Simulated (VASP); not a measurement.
## Which face does Re expose?

How do surface energy, work function and relaxation of Re depend on the face?

Program: VASP 6.6.1. Level of theory: PBEsol; plane waves and PAW (Re). Results are calculated unless marked as measured.

This is a report of a sequence of runs, with most program output left out.

### Step 1. The structure

Symmetry: P6_3/mmc, No. 194, hexagonal system. The conventional cell has a = 2.760 Å, b = 2.760 Å, c = 4.457 Å, α = 90.00°, β = 90.00°, γ = 120.00°. Nearest to Re lie 12 Re at 2.74 to 2.76 Å.

### Step 2. The bulk reference, job relaxation, k-mesh 16×16×9

The bulk crystal is relaxed first, so that the slabs are cut at this functional's lattice.

INCAR

```
SYSTEM = Re
PREC = Accurate
ENCUT = 420
EDIFF = 1E-06
NELM = 120
ISMEAR = 1
SIGMA = 0.15
LREAL = .FALSE.
ALGO = Normal
GGA = PS
NBANDS = 13
LASPH = .TRUE.
LORBIT = 11
LWAVE = .FALSE.
LCHARG = .FALSE.
KPAR = 4
IBRION = 2
NSW = 30
ISIF = 3
EDIFFG = -0.01
POTIM = 0.4
```

POSCAR

```
Re
1.0
    2.7600000000      0.0000000000      0.0000000000
   -1.3800000000      2.3902301144      0.0000000000
    0.0000000000      0.0000000000      4.4574000000
Re
2
Direct
    0.0000000000      0.0000000000      0.0000000000
    0.3333333333      0.6666666667      0.5000000000
```

KPOINTS

```
Automatic mesh
0
Gamma
16 16 9
0 0 0
```

PAW data sets: Re (PBE family, release 64).

Run with:

```console
$ mpirun -np 4 vasp_std
```

Wall time 13 s (4 MPI ranks of Intel Xeon 6975P-C (Granite Rapids), shared host); peak memory 0.63 GiB.

The PAW data sets were made with PBE, which is usual practice but a small mismatch for other functionals. The data set Re keeps the semicore shell frozen, which is cheaper and a little less accurate. The run keeps the 24 symmetry operations of its start, so it cannot find a distortion of lower symmetry.

Step by step:

| step | energy less that of the first step (eV) | largest force (eV/Å) | pressure (GPa) | volume (Å³) |
| --- | --- | --- | --- | --- |
| 1 | 0.0000 | 0.0000 | -3.91 | 29.41 |
| 2 | 0.0344 | 0.0000 | 13.73 | 28.20 |
| 3 | -0.0036 | 0.0000 | -0.04 | 29.12 |

```
conventional cell, symmetrised  before  after  change
                         a (Å)   2.760  2.751  -0.3 %
                         b (Å)   2.760  2.751  -0.3 %
                         c (Å)   4.457  4.443  -0.3 %
              volume (Å³/atom)   14.70  14.56  -1.0 %
```

The relaxed structure:

```cif
data_structure
_symmetry_space_group_name_H-M 'P 1'
_symmetry_Int_Tables_number 1
_cell_length_a 2.7509
_cell_length_b 2.7509
_cell_length_c 4.4430
_cell_angle_alpha 90.000
_cell_angle_beta 90.000
_cell_angle_gamma 120.000
_cell_volume 29.12
loop_
_atom_site_label
_atom_site_type_symbol
_atom_site_fract_x
_atom_site_fract_y
_atom_site_fract_z
_atom_site_occupancy
Re1 Re 0.00000 0.00000 0.00000 1
Re2 Re 0.33333 0.66667 0.50000 1
```

This step gave:

```yaml
electronic_cycles: 25
electrons: 14
free_energy_toten: -26.74 eV
fermi_energy: 7.833 eV
metallic: yes
```

The run ended after 3 ionic steps, 0.004 eV below its first step, once forces and stress met EDIFFG = -0.01.

Energy at zero smearing: -26.73696 eV.

### Step 3. The bulk reference, job self-consistent run, k-mesh 19×19×11

INCAR

```
SYSTEM = Re
PREC = Normal
ENCUT = 320
EDIFF = 1E-06
NELM = 120
ISMEAR = 1
SIGMA = 0.15
LREAL = .FALSE.
ALGO = Fast
GGA = PS
NBANDS = 13
LASPH = .TRUE.
LORBIT = 11
LWAVE = .FALSE.
LCHARG = .FALSE.
KPAR = 4
```

POSCAR

```
Re
1.0
    2.7508847553      0.0000000000      0.0000000000
   -1.3754423776      2.3823360809      0.0000000000
    0.0000000000      0.0000000000      4.4429597591
Re
2
Direct
    0.0000000000      0.0000000000      0.0000000000
    0.3333333333      0.6666666667      0.5000000000
```

KPOINTS

```
Automatic mesh
0
Gamma
19 19 11
0 0 0
```

Run with:

```console
$ mpirun -np 4 vasp_std
```

Elapsed: 5.4 s, on 4 MPI ranks; peak memory 0.53 GiB.

This step gave:

```
electronic cycles       : 16
free energy (TOTEN)     : -26.72 eV
energy at zero smearing : -26.72 eV
Fermi energy            : 7.847 eV
```

Energy at zero smearing: -26.72059 eV.

The run ends at a pressure of -1.68 GPa.

### Step 4. Relaxing the slab, 8 atoms, face Re(0001)

System of this step: Re(0001). The cell holds 8 atoms: 8 Re. Its edges and angles: a = 2.751 Å, b = 2.751 Å, c = 30.550 Å, α = 90.0°, β = 90.0°, γ = 60.0°. It derives from Re. 8 layers of hcp Re, cut at this functional's lattice. Vacuum lies along c.

All atoms relax at the fixed cell.

INCAR

```
SYSTEM = Re
PREC = Normal
ENCUT = 320
EDIFF = 1E-05
NELM = 120
ISMEAR = 1
SIGMA = 0.15
LREAL = .FALSE.
ALGO = Fast
GGA = PS
NBANDS = 36
LASPH = .TRUE.
LORBIT = 11
LWAVE = .FALSE.
LCHARG = .FALSE.
KPAR = 4
IBRION = 2
NSW = 40
ISIF = 2
EDIFFG = -0.03
POTIM = 0.4
MAXMIX = 40
```

POSCAR

```
Re
1.0
    2.7508847553      0.0000000000      0.0000000000
    1.3754423776      2.3823360810      0.0000000000
    0.0000000000      0.0000000000     30.5503591568
Re
8
Direct
    0.6666666700      0.6666666700      0.2454963000
    0.0000000000      0.0000000000      0.3182116400
    0.6666666700      0.6666666700      0.3909269800
    0.0000000000      0.0000000000      0.4636423300
    0.6666666700      0.6666666700      0.5363576700
    0.0000000000      0.0000000000      0.6090730200
    0.6666666700      0.6666666700      0.6817883600
    0.0000000000      0.0000000000      0.7545037000
```

KPOINTS

```
Automatic mesh
0
Gamma
12 12 1
0 0 0
```

Run with:

```console
$ mpirun -np 4 vasp_std
```

Run time: 2.4 min. Hardware: 4 MPI ranks; peak memory 0.73 GiB; 9.3 min of CPU time.

The run keeps the 12 symmetry operations of its start, so it cannot find a distortion of lower symmetry.

The steps of the relaxation:

```
step  energy less that of the first step (eV)  largest force (eV/Å)
   1                                   0.0000                1.3202
   2                                  -0.1737                0.4380
   3                                  -0.1947                0.4582
   4                                  -0.1947                0.4660
   5                                  -0.2084                0.1337
   6                                  -0.2098                0.0674
   7                                  -0.2098                0.0657
   8                                  -0.2102                0.0394
   9                                  -0.2102                0.0408
  10                                  -0.2102                0.0431
  11                                  -0.2103                0.0370
  12                                  -0.2104                0.0299
```

The atoms that moved most (Å):

```csv
atom,dx,dy,dz,length
Re8,0.000,0.000,-0.072,0.072
Re1,0.000,0.000,0.072,0.072
Re2,0.000,0.000,-0.067,0.067
Re7,0.000,0.000,0.067,0.067
Re5,0.000,0.000,0.043,0.043
Re4,0.000,0.000,-0.043,0.043
Re3,0.000,0.000,0.024,0.024
Re6,0.000,0.000,-0.024,0.024
```

The relaxed structure:

```
Re
1.0
     2.75088    0.00000    0.00000
     1.37544    2.38234    0.00000
     0.00000    0.00000   30.55036
Re
8
Cartesian
  2.7509 1.5882 7.5723
  0.0000 0.0000 9.6548
  2.7509 1.5882 11.9673
  0.0000 0.0000 14.1209
  2.7509 1.5882 16.4294
  0.0000 0.0000 18.5830
  2.7509 1.5882 20.8955
  0.0000 0.0000 22.9780
```

Numbers from this step:

| Property | Result |
| --- | --- |
| electronic cycles | 253 |
| electrons | 56 |
| free energy (TOTEN) | -104.4527 eV |
| energy at zero smearing | -104.4524 eV |
| Fermi energy | 2.460 eV |

The run ended after 12 ionic steps, 0.210 eV below its first step, once the forces on the free atoms met EDIFFG = -0.03.

### Step 5. Potential and states of the slab, 8 atoms, face Re(0001)

A static run writes the electrostatic potential without exchange and correlation (LVHAR), which is flat in the vacuum and gives the level to count from. The dipole correction cancels the field that unlike faces would set up across the vacuum.

INCAR

```
SYSTEM = Re
PREC = Normal
ENCUT = 320
EDIFF = 1E-06
NELM = 120
ISMEAR = 1
SIGMA = 0.15
LREAL = .FALSE.
ALGO = Fast
GGA = PS
NBANDS = 36
LASPH = .TRUE.
LORBIT = 11
LWAVE = .FALSE.
LCHARG = .TRUE.
KPAR = 4
IDIPOL = 3
LDIPOL = .TRUE.
DIPOL = 0.5 0.5 0.5
LVHAR = .TRUE.
LVACPOTAV = .TRUE.
NEDOS = 1500
```

POSCAR

```
Re
1.0
    2.7508847553      0.0000000000      0.0000000000
    1.3754423776      2.3823360810      0.0000000000
    0.0000000000      0.0000000000     30.5503591568
Re
8
Direct
    0.6666666700      0.6666666700      0.2478645066
    0.0000000000      0.0000000000      0.3160294026
    0.6666666700      0.6666666700      0.3917248620
    0.0000000000      0.0000000000      0.4622186281
    0.6666666700      0.6666666700      0.5377813719
    0.0000000000      0.0000000000      0.6082751380
    0.6666666700      0.6666666700      0.6839705974
    0.0000000000      0.0000000000      0.7521354934
```

KPOINTS is that of step 4.

Run with:

```console
$ mpirun -np 4 vasp_std
```

Elapsed: 44 s, on 4 MPI ranks; peak memory 0.68 GiB.

This step gave:

- electronic cycles: 80
- free energy (TOTEN): -104.4528 eV
- energy at zero smearing: -104.4525 eV
- Fermi energy: 2.465 eV
- dipole moment: 0, 0, 0 e·Å
- vacuum levels: 7.491, 7.491 eV
- work functions of the upper and lower face: 5.026, 5.026 eV

The planar average of the electrostatic potential oscillates, so the rows of the table below give means over windows of 2.18 Å about each position, cut where the curve ends. Its maxima inside the range that stand out by 2 % of the span (Å: eV): 8.6: -3.45, 10.8: -1.27, 13.1: -2.75, 15.3: -1.32, 17.5: -2.75, 19.7: -1.27, 21.9: -3.45. Its minima: 7.6: -12.7, 9.6: -13.0, 12.0: -12.9, 14.1: -12.9, 16.5: -12.9, 18.5: -12.9, 20.9: -13.0, 22.9: -12.7.

Zero at the Fermi level. Planar average of the electrostatic potential against height; means over each step:

height (Å), planar average of the electrostatic potential (eV) and a bar from the least value:
```
     1.09        5.0 ##############################
     3.27        5.0 ##############################
     5.45        4.0 ############################
     7.63       -7.8 
     9.81       -7.9 
    11.99       -7.9 
    14.17       -7.8 
    16.35       -7.8 
    18.53       -7.9 
    20.71       -7.8 
    22.89       -7.8 
    25.07        4.0 ###########################
    27.25        5.0 ##############################
    29.43        5.0 ##############################
```

Density of states in the PAW spheres, an atom over height of the layer and energy from the Fermi level.

Ten even steps from '_' (0.06 states/eV) to '@' (2.02 states/eV), each cell a mean:
```
::..::::::::..::
--::--------::--
++==++====++==++
****************
@@**++++++++**@@
##==++====++==##
====++****++====
================
::::::::::::::::
::--========--::
----==----==----
--============--
--==--------==--
::--::::::::--::
==++========++==
--==--------==--
::------------::
..::::::::::::..
____........____
________________
________________
________________
```
Columns: height of the layer (Å) from 7.6 to 23; rows upwards: energy from the Fermi level (eV) from -7.9 to 0.5.

Valence density in the ca plane at fractional y = 0.000, with atoms of Re within 0.2 Å of it. It is the smooth field of the valence electrons, not physical close to the nuclei.

Ten even steps from '0' (0.0 e/Å³) to '9' (1.3 e/Å³), each cell a mean:
```
22235787532222235688632222335688620000000000
33334566432333334566432233334566410000000000
44333344322344333344322344333444210000000000
54322232222455322233222355432233210000000000
54322333222354322333222355433333210000000000
43333555322344333455422334334555310000000000
33335677532233334677532233335677520000000000
22235798632222235799642222235699620000000000
```
Columns run along c (16.0 Å, from fractional 0.39 to 0.92 of the cell), rows up along a (2.8 Å). Atoms in or near the plane, at fractional coordinates: Re at (0.46, 0.00), Re at (0.61, 0.00), Re at (0.75, 0.00).

The map of layer states is cut here 0.5 eV above the Fermi level, so it leaves out the states above that.

The vacuum level lies 5.03 eV above the Fermi level at the upper face; both faces agree, as the slab has next to no dipole.

The program found no field-free point at its default tolerance, but its printed level agrees with the flat part of the planar average.

On this mesh the fine structure of the density of states is sampling noise, and high empty states may be cut by the number of bands.

### Step 6. Surface relaxation, 12 atoms, face Re(10-10)

System of this step: Re(10-10). The cell holds 12 atoms: 12 Re. Cell: a = 2.751 Å, b = 4.443 Å, c = 27.706 Å, α = 90.0°, β = 90.0°, γ = 90.0°. It derives from Re. 12 layers of hcp Re, cut at this functional's lattice. Vacuum lies along c.

INCAR

```
SYSTEM = Re
PREC = Normal
ENCUT = 320
EDIFF = 1E-05
NELM = 120
ISMEAR = 1
SIGMA = 0.15
LREAL = .FALSE.
ALGO = Fast
GGA = PS
NBANDS = 54
LASPH = .TRUE.
LORBIT = 11
LWAVE = .FALSE.
LCHARG = .FALSE.
KPAR = 4
IBRION = 2
NSW = 40
ISIF = 2
EDIFFG = -0.03
POTIM = 0.4
MAXMIX = 40
```

POSCAR

```
Re
1.0
    2.7508847553      0.0000000000      0.0000000000
    0.0000000000      4.4429597591      0.0000000000
    0.0000000000      0.0000000000     27.7057924319
Re
12
Direct
    0.0000000000      0.0000000000      0.2707015200
    0.5000000000      0.0000000000      0.3566884500
    0.5000000000      0.5000000000      0.2993638300
    0.0000000000      0.0000000000      0.4426753800
    0.0000000000      0.5000000000      0.3853507600
    0.5000000000      0.0000000000      0.5286623100
    0.5000000000      0.5000000000      0.4713376900
    0.0000000000      0.0000000000      0.6146492400
    0.0000000000      0.5000000000      0.5573246200
    0.5000000000      0.0000000000      0.7006361700
    0.5000000000      0.5000000000      0.6433115500
    0.0000000000      0.5000000000      0.7292984800
```

KPOINTS

```
Automatic mesh
0
Gamma
11 7 1
0 0 0
```

Run with:

```console
$ mpirun -np 4 vasp_std
```

The job ended after 5.6 min (4 MPI ranks; peak memory 1.1 GiB; 22 min of CPU time).

The run keeps the 8 symmetry operations of its start, so it cannot find a distortion of lower symmetry.

Relaxation path:

| step | energy less that of the first step (eV) | largest force (eV/Å) |
| --- | --- | --- |
| 1 | 0.0000 | 1.4152 |
| 2 | -0.1480 | 0.5323 |
| 3 | -0.1592 | 0.4089 |
| 4 | -0.1759 | 0.2320 |
| 5 | -0.1801 | 0.1950 |
| 6 | -0.1842 | 0.0942 |
| 7 | -0.1855 | 0.0762 |
| 8 | -0.1857 | 0.0967 |
| 9 | -0.1872 | 0.0556 |
| 10 | -0.1874 | 0.0619 |
| 11 | -0.1881 | 0.0277 |

The atoms that moved most (Å):

```
atom     dx     dy      dz  length
 Re1  0.000  0.000   0.121   0.121
Re12  0.000  0.000  -0.121   0.121
 Re8  0.000  0.000   0.026   0.026
 Re5  0.000  0.000  -0.026   0.026
 Re3  0.000  0.000  -0.017   0.017
Re10  0.000  0.000   0.017   0.017
 Re6  0.000  0.000   0.011   0.011
 Re7  0.000  0.000  -0.011   0.011
```

Final coordinates:

```xyz
12
Lattice="2.7509 0.0000 0.0000 0.0000 4.4430 0.0000 0.0000 0.0000 27.7058" Properties=species:S:1:pos:R:3
Re    0.0000    0.0000    7.6214
Re    1.3754    0.0000    9.8773
Re    1.3754    2.2215    8.2770
Re    0.0000    0.0000   12.2671
Re    0.0000    2.2215   10.6509
Re    1.3754    0.0000   14.6576
Re    1.3754    2.2215   13.0482
Re    0.0000    0.0000   17.0549
Re    0.0000    2.2215   15.4387
Re    1.3754    0.0000   19.4288
Re    1.3754    2.2215   17.8285
Re    0.0000    2.2215   20.0844
```

This step gave:

```yaml
electronic_cycles: 196
electrons: 84
free_energy_toten: -155.3225 eV
energy_at_zero_smearing: -155.3211 eV
fermi_energy: 1.839 eV
```

The run ended after 11 ionic steps, 0.188 eV below its first step, once the forces on the free atoms met EDIFFG = -0.03.

### Step 7. Vacuum level and density of states, 12 atoms, face Re(10-10)

INCAR

```
SYSTEM = Re
PREC = Normal
ENCUT = 320
EDIFF = 1E-06
NELM = 120
ISMEAR = 1
SIGMA = 0.15
LREAL = .FALSE.
ALGO = Fast
GGA = PS
NBANDS = 54
LASPH = .TRUE.
LORBIT = 11
LWAVE = .FALSE.
LCHARG = .TRUE.
KPAR = 4
IDIPOL = 3
LDIPOL = .TRUE.
DIPOL = 0.5 0.5 0.5
LVHAR = .TRUE.
LVACPOTAV = .TRUE.
NEDOS = 1500
```

POSCAR

```
Re
1.0
    2.7508847553      0.0000000000      0.0000000000
    0.0000000000      4.4429597591      0.0000000000
    0.0000000000      0.0000000000     27.7057924319
Re
12
Direct
    0.0000000000      0.0000000000      0.2750829069
    0.5000000000      0.0000000000      0.3565069613
    0.5000000000      0.5000000000      0.2987462830
    0.0000000000      0.0000000000      0.4427645268
    0.0000000000      0.5000000000      0.3844292105
    0.5000000000      0.0000000000      0.5290459741
    0.5000000000      0.5000000000      0.4709540259
    0.0000000000      0.0000000000      0.6155707895
    0.0000000000      0.5000000000      0.5572354732
    0.5000000000      0.0000000000      0.7012537170
    0.5000000000      0.5000000000      0.6434930387
    0.0000000000      0.5000000000      0.7249170931
```

KPOINTS is that of step 6.

Run with:

```console
$ mpirun -np 4 vasp_std
```

Elapsed: 91 s, on 4 MPI ranks; peak memory 1.1 GiB; 6 min of CPU time.

Numbers from this step:

```yaml
electronic_cycles: 55
fermi_energy: 1.838 eV
vacuum_levels: 6.576, 6.576 eV
work_functions_of_the_upper_and_lower_face: 4.738, 4.738 eV
```

The planar average of the electrostatic potential oscillates, so the rows of the table below give means over windows of 2.36 Å about each position, cut where the curve ends. Its maxima inside the range that stand out by 2 % of the span (Å: eV): 9.1: -4.89, 11.4: -4.42, 13.9: -4.43, 16.3: -4.42, 18.6: -4.89. Its minima: 7.9: -12.0, 10.2: -11.5, 12.6: -11.3, 15.1: -11.3, 17.5: -11.5, 19.8: -12.0.

Zero at the Fermi level. Planar average of the electrostatic potential against height; means over each step:

height (Å), planar average of the electrostatic potential (eV) and a bar from the least value:
```
     1.18        4.7 ##############################
     3.54        4.7 ##############################
     5.90        3.0 ##########################
     8.26       -8.1 
    10.62       -7.9 
    12.98       -7.8 #
    15.34       -7.8 #
    17.70       -8.1 
    20.06       -6.9 ###
    22.42        4.3 #############################
    24.78        4.7 ##############################
    27.14        4.7 ##############################
```

Density of states in the PAW spheres, an atom over height of the layer and energy from the Fermi level.

Ten even steps from '0' (0.06 states/eV) to '9' (1.43 states/eV), each cell a mean:
```
544444444445
855444444558
755567765557
875788887578
986898898689
987878878789
887878878788
678666666876
444333333444
775666666577
776666666677
346555555643
346566665643
344433334443
556555555655
456555555654
236544445632
235443344532
112222222211
000000000000
000000000000
000000000000
```
Columns: height of the layer (Å) from 7.6 to 20.1 (not evenly spaced); rows upwards: energy from the Fermi level (eV) from -7.9 to 0.5.

Valence density in the ca plane at fractional y = 0.000, with atoms of Re within 0.2 Å of it. It is the smooth field of the valence electrons, not physical close to the nuclei.

Ten even steps from '0' (0.0 e/Å³) to '9' (1.3 e/Å³), each cell a mean:
```
33333235787532333323578753233331100000000000
44554334665433455433456643345542100000000000
56775333443334677643344433457763100000000000
57986422332234799743233223458974100000000000
57876423333234688643233323468874100000000000
45664334555333566533355543356653100000000000
33443235776533344333567753334432100000000000
33332236897532233223579863223321100000000000
```
Columns run along c (16.0 Å, from fractional 0.33 to 0.91 of the cell), rows up along a (2.8 Å). Atoms in or near the plane, at fractional coordinates: Re at (0.36, 0.50), Re at (0.44, 0.00), Re at (0.53, 0.50), Re at (0.62, 0.00), Re at (0.70, 0.50).

The map of layer states is cut here 0.5 eV above the Fermi level, so it leaves out the states above that.

The vacuum level lies 4.74 eV above the Fermi level at the upper face; both faces agree, as the slab has next to no dipole.

The program found no field-free point at its default tolerance, but its printed level agrees with the flat part of the planar average.

On this mesh the fine structure of the density of states is sampling noise, and high empty states may be cut by the number of bands.

### Step 8. The faces side by side

This step: surfaces of a metal, PBEsol; plane waves and PAW (VASP 6.6.1).

No new run; the numbers come from the runs before.

Symmetric slabs, all atoms free. All faces:

```
     face  layers  area a surface atom (Å²)  work function (eV)  surface energy as cut (J/m²)  surface energy relaxed (J/m²)  change of the top spacing (%)
 Re(0001)       8                     6.554               5.026                         3.227                           2.97                          -6.26
Re(10-10)      12                     12.22               4.738                         3.402                          3.279                         -17.44
```

Each surface energy is the slab's energy less its number of atoms times the bulk energy of -13.3603 eV, over twice the cell's area.

### Step 9. Results

```yaml
re_0001: 2.97 J/m², 5.03 eV
re_10_10: 3.28 J/m², 4.74 eV
```

In words: The cheapest face is Re(0001) at 2.97 J/m², against 3.28 for Re(10-10). The work functions are 5.03 eV for Re(0001) and 4.74 eV for Re(10-10). The densest face has the highest work function, as the smoothing of the electron density over an open face lowers the surface dipole. The densest face is also the cheapest, since it cuts the fewest bonds an area. The top spacing changes by -6.3 % on Re(0001) and -17.4 % on Re(10-10). Of the two ends of the prism face, the one with the short outer spacing was run. One thickness was run for each face, and bulk and slab meshes don't match, which leaves some hundredths of a J/m². The cells are 1 × 1 and can't reconstruct. Spin-orbit coupling is left out, which matters for a heavy metal.

[Lines on the potential files, build, host, timing and source positions are cut from VASP's logs without a mark.]

[Logs are printed without paths, hosts, clocks, repeated set-up lines and the standing remarks that a program may print on its own settings, such as how far it seeks lower states.]

[Hosts, paths, dates, database ids (printed as entryN), source tags and the programs' standing remarks are cut or masked in the printed files.]

[Runs that stopped without an error message from VASP are left out.]
